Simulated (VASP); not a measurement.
The system is LuAs.

```xyz
2
Lattice="0.0000 2.8382 2.8382 2.8382 0.0000 2.8382 2.8382 2.8382 0.0000" Properties=species:S:1:pos:R:3 pbc="T T T"
Lu    2.8382    2.8382    2.8382
As    0.0000    0.0000    0.0000
```

The cell is a database's computed one.

* Program: VASP 6.6.1
* Task: relaxation of cell and atoms
* Functional: PBEsol
* Potentials or basis: VASP PAW PBE potentials, release 64 (Lu, As)
* Cutoff: 600 eV
* k mesh: 12 × 12 × 12
* Occupations: gaussian, width 0.1 eV
* Spin: no spin polarisation

At the start: pressure -2.4 GPa; volume 22.86 Å³/atom.

Q: How do energy, volume and symmetry change on relaxing?

A: Over 3 steps the energy falls by 5.3 meV/atom and the volume is 22.18 Å³/atom (-3.0 %); space group Fm-3m (No. 225, to 0.05 Å).

Step by step:
```
step  energy change (eV)  largest force (eV/Å)  pressure (GPa)  volume (Å³)
   1              0.0000                0.0000           -2.44        45.73
   2             -0.0054                0.0000            1.87        43.46
   3             -0.0106                0.0000           -0.01        44.37
```

Final structure:
```
CELL_PARAMETERS angstrom
0.00000 2.80986 2.80986
2.80986 0.00000 2.80986
2.80986 2.80986 0.00000
ATOMIC_POSITIONS crystal
Lu 0.50000 0.50000 0.50000
As 0.00000 0.00000 0.00000
```

Caveat: the PAW data sets were made with another functional, which shifts forces and pressure a little.
